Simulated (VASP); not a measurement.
Here is the system:

```xyz
4
Lattice="4.0878 0.0000 0.0000 0.0000 4.0878 0.0000 0.0000 0.0000 4.0878" Properties=species:S:1:pos:R:3 pbc="T T T"
Sc     0.0000     0.0000     0.0000
Al     2.0439     0.0000     2.0439
Al     0.0000     2.0439     2.0439
Al     2.0439     2.0439     0.0000
```

Method: PBE GGA, VASP's PBE PAW potentials (set 64) (plane waves; VASP). Settings: 300 eV cut-off, 11×11×11 Γ-centred mesh, Gaussian smearing of 0.10 eV, potentials Sc_sv Al.

### Question
Give the energies of bands 5 to 13 at the high-symmetry points, in eV from the Fermi level.

### Answer

```csv
band,Γ,X,M,R
5,-10.03,-8.16,-6.75,-4.79
6,-2.62,-7.33,-5.63,-4.79
7,-2.62,-1.71,-5.63,-4.79
8,-1.81,-1.71,-4.36,-4.47
9,-1.81,-1.47,-0.53,-2.96
10,-1.81,0.87,-0.53,-2.96
11,1.27,1.01,1.21,-2.96
12,1.31,1.01,1.38,0.97
13,1.31,1.37,2.09,2.62
```

It has no gap at this level: it comes out as a metal or semimetal.

The structure comes from a computed database's ScAl3 entry (Pm-3m); how it stands against other phases isn't given here. The cell was not relaxed at this level.
